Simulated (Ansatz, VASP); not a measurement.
# LaSbTe: VASP beside Ansatz

One calculation is typed for both programs; each brings its own data sets. How far apart do they land? The cell is taken from a series of runs on this material, whose earlier steps may have relaxed, scaled, displaced or heated it; both programs get it as it stands.

Main program and level: Ansatz 0.2.0; plane waves, with VASP 6.6.1 beside it; relaxation of cell and atoms at PBEsol.

**1. The starting structure**

It takes space group P4/nmm (No. 129, tetragonal). Conventional cell: a = 4.358 Å, b = 4.358 Å, c = 9.481 Å, α = 90.00°, β = 90.00°, γ = 90.00°. La has 5 Te at 3.21 to 3.32 Å and 4 Sb at 3.42 Å nearest. Nearest to Sb lie 4 Sb at 3.08 Å and 4 La at 3.42 Å. Te has 5 La at 3.21 to 3.32 Å nearest. Farther neighbours and most contacts between anions are not listed.

**2. Ansatz: relaxation of cell and atoms, PBEsol**

Ansatz runs on its default PAW (the set named soft_2) files.

The relaxed volume is the usual yardstick between codes: in a stiff, nearly cubic crystal its relative difference is about their pressure difference at one cell divided by the bulk modulus.

Contents of input.yaml:

```yaml
crystal:
  lattice:
    - [4.3579536557, 0.0, 0.0]
    - [0.0, 4.3579536557, 0.0]
    - [0.0, 0.0, 9.4807941289]
  atoms:
    - { symbol: La, position: [0.0, 0.5, 0.722319822] }
    - { symbol: La, position: [0.5, 0.0, 0.277680178] }
    - { symbol: Sb, position: [0.0, 0.0, 0.0] }
    - { symbol: Sb, position: [0.5, 0.5, 0.0] }
    - { symbol: Te, position: [0.0, 0.5, 0.3717367569] }
    - { symbol: Te, position: [0.5, 0.0, 0.6282632431] }
kpoints:
  mp_grid: { grid: [6, 6, 3] }
hamiltonian:
  xc: pbesol
scf:
  occupations: { method: methfessel_paxton, width: 0.2 }
output:
  forces: true
  stress: true
  eigenvalues: true
relax:
  adjacent_minimum: "off"
  f_tol: 0.001
  max_steps: 60
  cell: { stress_tol: 0.01 }
```

On the command line:

```
ansatz run input.yaml --threads 16 --pin off --max-ram 61440MiB --backend cuda --events-out ev --progress --plain --runs-dir out
```

Numbers of over 12 decimals in the logs are rounded to 6 here.

Output:

```text
Engine: ansatz 0.2.0, aarch64-unknown-linux-gnu
Pseudopotentials: kind: paw
Pseudopotential: La, paw, valence charge 11, recommended cutoff 420 eV (normal), La.paw.azcp
Pseudopotential: Sb, paw, valence charge 15, recommended cutoff 420 eV (normal), Sb.paw.azcp
Pseudopotential: Te, paw, valence charge 16, recommended cutoff 420 eV (normal), Te.paw.azcp
Functional definition: PBEsol
  exchange = pbesol_x
  correlation = pbesol_c
[...]
Crystal: 6 atoms, lattice volume = 180.057 Å³
Basis set: ecut = 420 eV, 3527 PW (Γ), exchange–correlation on 60×60×128 points (8 copies of the dense FFT grid, shifted against one another)
Bands: 51, of which v1, the nominal top of the filled ones, is band 42 counted from 1 (41 counted from 0)
Symmetry: 16 space group operations
Space group: P4/nmm (ITA 129), of the structure as read, at distance tolerance 5.6e-5 Å
k-points: 20 of 108
Non-local potential: La, projectors of the file, l = 0: 3, l = 1: 2, l = 2: 2, l = 3: 3
Non-local potential: Sb, projectors of the file, l = 0: 2, l = 1: 2, l = 2: 2, l = 3: 2
Non-local potential: Te, projectors of the file, l = 0: 2, l = 1: 2, l = 2: 2, l = 3: 2
PAW form: soft (Blöchl's): semilocal exchange-correlation on the pseudo side does not see the compensation charge
PAW frozen core: La, regenerated for the run's functional, and the local potential with it (the file was generated under x = pbe(κ = 0.804, μ = 0.219515), c = pbe(β = 0.066725))
PAW frozen core: Sb, regenerated for the run's functional, and the local potential with it (the file was generated under x = pbe(κ = 0.804, μ = 0.219515), c = pbe(β = 0.066725))
PAW frozen core: Te, regenerated for the run's functional, and the local potential with it (the file was generated under x = pbe(κ = 0.804, μ = 0.219515), c = pbe(β = 0.066725))
PAW one-centre angular grid: La, 590 points (default); XC on 64 Gauss nodes
PAW one-centre angular grid: Sb, 590 points (default); XC on 64 Gauss nodes
PAW one-centre angular grid: Te, 590 points (default); XC on 64 Gauss nodes
Initial density: superposition of atomic densities (neutral atoms: chi_scale 0, normalization atom), corrected by the library's trained network
Initial wavefunctions: pseudopotential atomic-orbital guess
[...]
Functional: x = pbesol(κ = 0.804, μ = 0.123457), c = pbesol(β = 0.046)
SCF iter   1: F=—  HF=-38949.568858 eV  |F-HF|=—  |Δ(HF+E_count)|=         —  Δρ=4.25e-3  dr2=7.28e-2  ethr=1.77e-3  ⟨swp⟩=6.8  Hψ=4295  notcnv=0
preconditioner: auto → Kerker (q_TF=auto, 2.403 Å⁻¹)  [metal: Δε(μ)=0.097 eV  Ē_g=9.851 eV  σ=0.200 eV  W_gap=0.39  n_scr=38 (ndim 8)  ℏωp=17.5 eV  f_vac=0.000  D(μ)=0.88/eV (n_scr^D=2)]
SCF iter   2: F=—  HF=-38949.565809 eV  |F-HF|=—  |Δ(HF+E_count)|=   3.05e-3  S|Δr|=    0.00e0  Δρ=2.50e-3  dr2=4.00e-2  ethr=8.67e-5  ⟨swp⟩=1.6  Hψ=1199  notcnv=0
[...]
SCF iter   8: F=-38949.561695 eV  HF=-38949.561695 eV  |F-HF|=2.54e-8  |Δ(HF+E_count)|=   3.89e-8  S|Δr|=    0.00e0  Δρ=4.42e-6  dr2=7.30e-8  ethr=1.19e-10  ⟨swp⟩=10.2  Hψ=6845  notcnv=0
SCF 1 converged in 8 iterations: F = -38949.561695 eV  dr2 = 7.30e-8
  greatest PAW one-centre occupation: 0.998 electrons in one spin orbital (limit 2), on the Te atom at site 5 (counted from 0), in its partial waves of l = 2
relax step   1: F+E_penalty+E_count = -38949.56169508 eV  Δ(F+E_penalty+E_count) = +0.000e0 eV  max|allowed force component| = 9.670e-3 eV/Å  Δτ_max = 0.0000 Å  P = +0.004 GPa  Ω = 180.057 Å³  (8 SCF iters, dr2 threshold 1.00e-7 eV, accepted)
[...]
relax step   2: F+E_penalty+E_count = -38949.56172521 eV  Δ(F+E_penalty+E_count) = -3.013e-5 eV  max|allowed force component| = 1.200e-2 eV/Å  Δτ_max = 0.0022 Å  P = -0.008 GPa  Ω = 180.046 Å³  energy of the carried Pulay correction = +1.486e-6 eV  (5 SCF iters, dr2 threshold 8.05e-9 eV, accepted)
[...]
relax step   3: F+E_penalty+E_count = -38949.56174861 eV  Δ(F+E_penalty+E_count) = -2.340e-5 eV  max|allowed force component| = 8.452e-4 eV/Å  Δτ_max = 0.0014 Å  P = -0.001 GPa  Ω = 180.040 Å³  energy of the carried Pulay correction = +2.367e-6 eV  (4 SCF iters, dr2 threshold 9.00e-9 eV, accepted)
[...]
relax step   4: F+E_penalty+E_count = -38949.56175294 eV  Δ(F+E_penalty+E_count) = -4.336e-6 eV  max|allowed force component| = 8.410e-4 eV/Å  Δτ_max = 0.0000 Å  P = -0.001 GPa  Ω = 180.040 Å³  stress off target by 4.72e-3 GPa  SCF on the basis re-selected at this cell (its energy is not comparable with the rows above)  (6 SCF iters)
[...]
SCF converged after 6 iterations
Stability not checked: this state was not tested for a lower state beside it, because cold or Methfessel-Paxton smearing, or corrected tetrahedra, fill the levels in a way that the test cannot read (fill_not_monotonic; see scf.lower_state_search)
Free energy (F): -38949.561753 eV
Harris-Foulkes:  -38949.561753 eV  (|F-HF|=7.28e-12)
Internal energy: -38949.560645 eV  (E = F + TS)
E sigma→0 (E₀):  -38949.561476 eV
Entropy (-TS):   -0.001108 eV (-0.185 meV/atom)
Fermi energy:    11.006005 eV
--- Per-component energies (eV) ---
  E_band       = -811.758504
  E_kinetic    = 1164.533966
  E_local      = -6119.518527  (includes V_loc(G=0)·N_el)
  E_nonlocal   = 309.988486
  E_hartree    = 3209.122716
  E_xc         = -801.486968
  E_vxc        = -700.312483  (∫ρ·V_xc dr)
  E_paw        = -28829.982376  (= ΣΔE_a)
  E_vpaw       = -1884.695035  (= ΣTr[D̂ρ^β])
  E_aug_tail   = -0.000392  (compensation charges beyond the density's cutoff)
  E_ewald      = -7883.969911
  E_core_change = 1.752363  (= ΣΔE_core)
  E_smearing   = -0.001108  (= −TS)
  E_closure    = -0.000000  (closes the sum)
  Σ components = -38949.561753   (vs F -38949.561753, Δ=0.00e0)
--- Forces (eV/Å), atoms counted from 1 ---
  atom   1  La     0.00000000     0.00000000    -0.00039110
  atom   2  La     0.00000000     0.00000000     0.00039110
  atom   3  Sb     0.00000000     0.00000000     0.00000000
  atom   4  Sb     0.00000000     0.00000000    -0.00000000
  atom   5  Te     0.00000000     0.00000000     0.00084104
  atom   6  Te     0.00000000     0.00000000    -0.00084104
  max |Σ_I F_I| component: 5.31e-18 eV/Å
--- Stress (GPa, compression-positive) ---
        0.001013       0.000000       0.000000
        0.000000       0.001013       0.000000
        0.000000       0.000000      -0.004722
  P = ⅓ Tr σ = -0.0009 GPa (-0.009 kbar)
--- Band table (eV; the first three rows and the last of 20) ---
  k-point 0: bands = [... 38 lower, 10.0834, 10.4488, 10.4488, 11.0809, 11.1624, 12.6278, 12.8562, 13.0367, ... 5 higher]
  k-point 1: bands = [... 38 lower, 9.9806, 10.1751, 10.4677, 10.4677, 11.4794, 12.5960, 12.8373, 13.0421, ... 5 higher]
  k-point 2: bands = [... 38 lower, 9.3816, 9.9559, 10.4509, 11.0731, 11.8229, 12.5483, 12.7562, 12.7673, ... 5 higher]
  k-point 19: bands = [... 38 lower, 9.3849, 9.3849, 9.6576, 9.6576, 13.0423, 13.0423, 13.0689, 13.0689, ... 5 higher]
--- Relaxed structure (3 steps of the walk, 3 accepted, 1 SCFs on fresh bases) ---
  F+E_penalty+E_count = -38949.56175294 eV   max|allowed force component| = 8.410e-4 eV/Å   (the final SCF, on the basis selected at the relaxed cell)
  cell:  # Å, volume = 180.0396 Å³
    - [4.359523, 0, 0.0]
    - [0, 4.359523, 0.0]
    - [0.0, 0.0, 9.473055]
  atoms:
    - { symbol: La, position: [0, 0.5, 0.722403] }
    - { symbol: La, position: [0.5, 0, 0.277597] }
    - { symbol: Sb, position: [0, 0, 0] }
    - { symbol: Sb, position: [0.5, 0.5, 0] }
    - { symbol: Te, position: [0, 0.5, 0.371547] }
    - { symbol: Te, position: [0.5, 0, 0.628453] }
```

**3. VASP: relaxation of cell and atoms, PBEsol**

The same cell, functional, mesh and smearing now go to VASP, with its own data sets.

Lines of VASP's logs that name or quote its potential files are left out, and so is its time.

Contents of INCAR:

```
SYSTEM = LaSbTe
PREC = Accurate
ENCUT = 500
EDIFF = 1E-07
NELM = 200
ISMEAR = 1
SIGMA = 0.2
LREAL = .FALSE.
ALGO = Normal
GGA = PS
NBANDS = 28
LASPH = .TRUE.
LORBIT = 11
LWAVE = .FALSE.
LCHARG = .FALSE.
ISIF = 3
IBRION = 2
NSW = 80
EDIFFG = -0.005
GGA_COMPAT = .FALSE.
NELMIN = 4
LMAXMIX = 6
KPAR = 2
```

Contents of POSCAR:

```
LaSbTe
1.0
    4.3579540000      0.0000000000      0.0000000000
    0.0000000000      4.3579540000      0.0000000000
    0.0000000000      0.0000000000      9.4807940000
La Sb Te
2 2 2
Direct
    0.0000000000      0.5000000000      0.7223198816
    0.5000000000      0.0000000000      0.2776802238
    0.0000000000      0.0000000000      0.0000000000
    0.5000000000      0.5000000000      0.0000000000
    0.0000000000      0.5000000000      0.3717367976
    0.5000000000      0.0000000000      0.6282632024
```

Contents of KPOINTS:

```
Automatic mesh
0
Gamma
6 6 3
0 0 0
```

PAW data sets: La, Sb and Te (PBE family, release 64).

On the command line:

```
mpirun -np 2 vasp_std
```

Output:

```text
[banner, memory and clock lines left out]
running    2 mpi-ranks, on    1 nodes
 distrk:  each k-point on    1 cores,    2 groups
 distr:  one band on    1 cores,    1 groups

 POSCAR found type information on POSCAR LaSbTe
 POSCAR found :  3 types and       6 ions
|                                                                             |
|               ----> ADVICE to this user running VASP <----                  |
|                                                                             |
|     You enforced a specific xc type in the INCAR file but a different       |
|     [... a line on the potential file left out ...]
|     I HOPE YOU KNOW WHAT YOU ARE DOING!                                     |
|                                                                             |

 LDA part: xc-table for (Slater+PW92), standard interpolation
 POSCAR, INCAR and KPOINTS ok, starting setup
 FFT: planning ... GRIDC
 FFT: planning ... GRID_SOFT
 FFT: planning ... GRID
 WAVECAR not read
 entering main loop
       N       E                     dE             d eps       ncg     rms          rms(c)
DAV:   1     0.427644707127E+03    0.42764E+03   -0.15116E+04  1120   0.173E+03
DAV:   2     0.542175603949E+02   -0.37343E+03   -0.36468E+03  1576   0.328E+02
DAV:   3    -0.273726365760E+02   -0.81590E+02   -0.79515E+02  1744   0.170E+02
DAV:   4    -0.343336859221E+02   -0.69610E+01   -0.69226E+01  2056   0.550E+01
DAV:   5    -0.349099972159E+02   -0.57631E+00   -0.57575E+00  1920   0.139E+01    0.659E+00
DAV:   6    -0.347182616354E+02    0.19174E+00   -0.18085E+00  2096   0.892E+00    0.376E+00
DAV:   7    -0.346767262163E+02    0.41535E-01   -0.47263E-01  1824   0.368E+00    0.982E-01
DAV:   8    -0.346766181037E+02    0.10811E-03   -0.62769E-02  2032   0.192E+00    0.592E-01
DAV:   9    -0.346769681538E+02   -0.35005E-03   -0.93500E-03  1936   0.567E-01    0.182E-01
DAV:  10    -0.346773507049E+02   -0.38255E-03   -0.18550E-03  2024   0.269E-01    0.760E-02
DAV:  11    -0.346774802314E+02   -0.12953E-03   -0.37499E-04  2184   0.110E-01    0.511E-02
DAV:  12    -0.346775997054E+02   -0.11947E-03   -0.41320E-04  1944   0.111E-01    0.168E-02
DAV:  13    -0.346776175619E+02   -0.17857E-04   -0.10230E-04  2240   0.509E-02    0.150E-02
DAV:  14    -0.346776236509E+02   -0.60890E-05   -0.24019E-05  2104   0.291E-02    0.707E-03
DAV:  15    -0.346776253643E+02   -0.17133E-05   -0.14767E-05  2240   0.196E-02    0.157E-03
DAV:  16    -0.346776255101E+02   -0.14578E-06   -0.15687E-06  1944   0.523E-03    0.759E-04
DAV:  17    -0.346776255010E+02    0.90758E-08   -0.19956E-07  1328   0.299E-03
   1 F= -.34677626E+02 E0= -.34677290E+02  d E =-.346776E+02
[...]
2 F= -.34677715E+02 E0= -.34677380E+02  d E =-.891153E-04
[...]
3 F= -.34677715E+02 E0= -.34677380E+02  d E =-.892646E-04
[...]
4 F= -.34677730E+02 E0= -.34677388E+02  d E =-.148376E-04
[...]
5 F= -.34677730E+02 E0= -.34677390E+02  d E =-.154538E-04
[...]
6 F= -.34677730E+02 E0= -.34677390E+02  d E =-.154269E-04
 curvature:  -0.49 expect dE=-0.295E-05 dE for cont linesearch -0.193E-08
 trial: gam= 0.15225 g(F)=  0.426E-05 g(S)=  0.173E-05 ort = 0.414E-06 (trialstep = 0.971E+00)
 search vector abs. value=  0.713E-05
 bond charge predicted
       N       E                     dE             d eps       ncg     rms          rms(c)
DAV:   1    -0.346777322655E+02   -0.20487E-05   -0.47428E-04  1600   0.141E-01    0.705E-03
DAV:   2    -0.346777345376E+02   -0.22721E-05   -0.31133E-05  1760   0.374E-02    0.288E-03
DAV:   3    -0.346777343273E+02    0.21027E-06   -0.15452E-06  2000   0.118E-02    0.193E-03
DAV:   4    -0.346777341951E+02    0.13224E-06   -0.26317E-07  1200   0.390E-03    0.742E-04
DAV:   5    -0.346777341690E+02    0.26037E-07   -0.99382E-08   792   0.351E-03
   7 F= -.34677734E+02 E0= -.34677395E+02  d E =-.397654E-05
 trial-energy change:   -0.000004  1 .order   -0.000005   -0.000006   -0.000004
 step:   3.4499(harm=  3.4499)  dis= 0.00100  next Energy=   -34.677741 (dE=-0.104E-04)
 reached required accuracy - stopping structural energy minimisation
```

From OUTCAR (step 3):

```text
ion  position               nearest neighbor table
   1  0.000  0.500  0.722-   6 3.21   6 3.21   6 3.21   6 3.21   5 3.32   3 3.42   4 3.42   4 3.42
                             3 3.42
   2  0.500  0.000  0.278-   5 3.21   5 3.21   5 3.21   5 3.21   6 3.32   3 3.42   3 3.42   4 3.42
                             4 3.42
   3  0.000  0.000  0.000-   4 3.08   4 3.08   4 3.08   4 3.08   1 3.42   1 3.42   2 3.42   2 3.42

  LATTYP: Found a simple tetragonal cell.
 ALAT       =     4.3579540000
 C/A-ratio  =     2.1755149320

 Subroutine GETGRP returns: Found 16 space group operations
 (whereof  8 operations were pure point group operations)

The static configuration has the point symmetry D_2d.
 The point group associated with its full space group is D_4h.

 Found     20 irreducible k-points:

   k-points           NKPTS =     20   k-points in BZ     NKDIM =     20   number of bands    NBANDS=     28

   dimension x,y,z NGX =    32 NGY =   32 NGZ =   70
   dimension x,y,z NGXF=    64 NGYF=   64 NGZF=  140

   ENCUT  =  500.0 eV  36.75 Ry    6.06 a.u.   7.95  7.95 17.29*2*pi/ulx,y,z

   NELECT =      44.0000    total number of electrons

 k-points in reciprocal lattice and weights: Automatic mesh
   0.00000000  0.00000000  0.00000000       0.009
   0.16666667  0.00000000  0.00000000       0.037
   0.33333333  0.00000000  0.00000000       0.037
   0.50000000  0.00000000  0.00000000       0.019
   0.16666667  0.16666667  0.00000000       0.037
   0.33333333  0.16666667  0.00000000       0.074
   0.50000000  0.16666667  0.00000000       0.037
   0.33333333  0.33333333  0.00000000       0.037
   0.50000000  0.33333333  0.00000000       0.037
[...]
0.50000000  0.33333333  0.33333333       0.074
   0.50000000  0.50000000  0.33333333       0.019

 average (electrostatic) potential at core
       1 -96.0336       2 -96.0336       3 -84.4589       4 -84.4589       5 -85.6949
       6 -85.6949

 E-fermi :   7.7200

 k-point     1 :       0.0000    0.0000    0.0000
  band No.  band energies     occupation
    ...
     17       5.9271      2.00000
     18       5.9271      2.00000
     19       6.7840      2.00000
     20       7.1692      2.00069
     21       7.1692      2.00069
     22       7.7925      0.42905
     23       7.8664      0.05885
     24       9.3373     -0.00000
     25       9.6473     -0.00000
     26       9.7807     -0.00000
    ...

 k-point     2 :       0.1667    0.0000    0.0000
  band No.  band energies     occupation
    ...
     17       5.7401      2.00000
     18       5.7740      2.00000
     19       6.0905      2.00000
     20       6.6714      2.00000
     21       7.1612      2.00056
     22       7.7864      0.47075
     23       8.5371     -0.00000
     24       9.2798     -0.00000
     25       9.4821     -0.00000
     26       9.4985     -0.00000
    ...

 k-point     3 :       0.3333    0.0000    0.0000
  band No.  band energies     occupation
    ...
     18       5.7350      2.00000
     19       5.9204      2.00000
     20       6.3803      2.00000
     21       6.9545      2.00000
     22       7.3533      2.02636
     23       8.3056     -0.00028
     24       8.8385     -0.00000
     25       9.5028     -0.00000
     26       9.5739     -0.00000
     27       9.8116     -0.00000
    ...

  Total        0.0005443      0.0005443      0.0092664      0.0000000      0.0000000      0.0000000
  in kB        0.0048429      0.0048429      0.0824517      0.0000000      0.0000000      0.0000000
  external PRESSURE =       0.0307125 kB  Pullay stress =       0.0000000 kB

  energy-cutoff  :      500.00
  volume of cell :      180.06
      direct lattice vectors                 reciprocal lattice vectors
     4.360113011  0.000000000 -0.000000000     0.229351853 -0.000000000 -0.000000000
     0.000000000  4.360113011 -0.000000000     0.000000000  0.229351853  0.000000000
     0.000000000  0.000000000  9.471689671     0.000000000  0.000000000  0.105577783

 POSITION                                       TOTAL-FORCE (eV/Angst)
 -----------------------------------------------------------------------------------
      0.00000      2.18006      6.84333         0.000000      0.000000      0.003029
      2.18006      4.36011      2.62836        -0.000000     -0.000000     -0.003029
      0.00000      0.00000      0.00000        -0.000000      0.000000      0.000000
      2.18006      2.18006     -0.00000         0.000000     -0.000000      0.000000
      0.00000      2.18006      3.52056        -0.000000     -0.000000     -0.003749
      2.18006      0.00000      5.95113         0.000000     -0.000000      0.003749
 -----------------------------------------------------------------------------------
    total drift:                                0.000000     -0.000000     -0.000473

  FREE ENERGIE OF THE ION-ELECTRON SYSTEM (eV)
  ---------------------------------------------------
  free  energy   TOTEN  =       -34.6777341690 eV

  energy  without entropy=      -34.6767168259  energy(sigma->0) =      -34.67739505

 reached required accuracy - stopping structural energy minimisation

 total charge
# of ion       s       p       d       f       tot
--------------------------------------------------
    1        2.026   5.630   0.707   0.153   8.516
    2        2.026   5.630   0.707   0.153   8.516
    3        1.177   1.222   0.030   0.000   2.429
    4        1.177   1.222   0.030   0.000   2.429
    5        1.352   2.105   0.018   0.000   3.475
    6        1.352   2.105   0.018   0.000   3.475
--------------------------------------------------
tot          9.111  17.913   1.511   0.306  28.840

[... 3 further parts left out ...]
```

The k-mesh is coarse for a metal.

**4. Differences**

Known differences besides the potentials themselves: the data sets hold 84 valence electrons in Ansatz (on its default PAW (the set named soft_2) files) and 44 in VASP; the cutoff is 420 eV in Ansatz and 500 eV in VASP; Ansatz makes its cores anew for this functional, VASP keeps those of its PBE data sets; Ansatz adds a Pulay correction to the stress that steers its cell, VASP none. Total energies have different zeros and are not compared.

Both answers:

```csv
quantity,Ansatz,VASP,difference
volume (Å³),180.04,180.06,-0.01 %
"edge a after relaxation, in the typed setting (Å)",4.359,4.360,-0.01 %
"edge c after relaxation, in the typed setting (Å)",9.473,9.472,+0.01 %
```

**5. What came out**

| Property | Result |
| --- | --- |
| difference in edge c after relaxation, in the typed setting (relaxation of cell and atoms, PBEsol) | 0.015 % |

In words: The difference in edge c after relaxation, in the typed setting is 0.015 % (relaxation of cell and atoms, PBEsol), within the 1.2 % picked in this series as the mark of a large difference, as far as the stopping tolerances let one tell. The data sets hold unlike numbers of valence electrons (84 in Ansatz and 44 in VASP), so part of the differences comes from the potentials. Such differences can come from data sets, numerical settings and the points named under the comparisons, not from the functional's error against experiment.

[Lines on the potential files, build, host, timing and source positions are cut from VASP's logs without a mark.]

[Logs are printed without paths, hosts, clocks, repeated set-up lines and the standing remarks that a program may print on its own settings, such as how far it seeks lower states.]

[Hosts, paths, dates, database ids (printed as entryN), source tags and the programs' standing remarks are cut or masked in the printed files.]
